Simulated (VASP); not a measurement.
Here is the system:

```
CELL_PARAMETERS angstrom
      1.25500    -2.17372     0.00000
      1.25500     2.17372     0.00000
      0.00000     0.00000     4.07000
ATOMIC_POSITIONS crystal
  Co 0.33333 0.66667 0.25000
  Co 0.66667 0.33333 0.75000
```
Starting moments (μB, in the order of the record's atoms Co Co): 1.8 1.8.

Computed with rev-vdW-DF2, VASP's PBE PAW potentials (set 64) (plane waves; VASP). Run with 520 eV cut-off, 15×15×8 Γ-centred mesh, first-order Methfessel-Paxton smearing of 0.10 eV, potentials Co.

Energy and stress use the plane-wave basis of the starting cell.

The ions, cell shape and volume are relaxed. What does this cell relax into?

```
CELL_PARAMETERS angstrom
      1.23612    -2.14102     0.00000
      1.23612     2.14102     0.00000
      0.00000     0.00000     3.98519
ATOMIC_POSITIONS crystal
  Co 0.33333 0.66667 0.25000
  Co 0.66667 0.33333 0.75000
```
Space group P6_3/mmc (194), at a tolerance of 0.03 Å. The cell ends with 3.16 μB, on the sites 1.59 1.59 μB.

How do energy and volume change from the first to the last step?

The energy (σ→0) changes by -18.5 meV/atom and the volume by -5.0 %, in 6 ionic steps.

The compound is Co in the hcp structure. This run relaxes it. Symmetry was kept, so distortions that lower it aren't found.
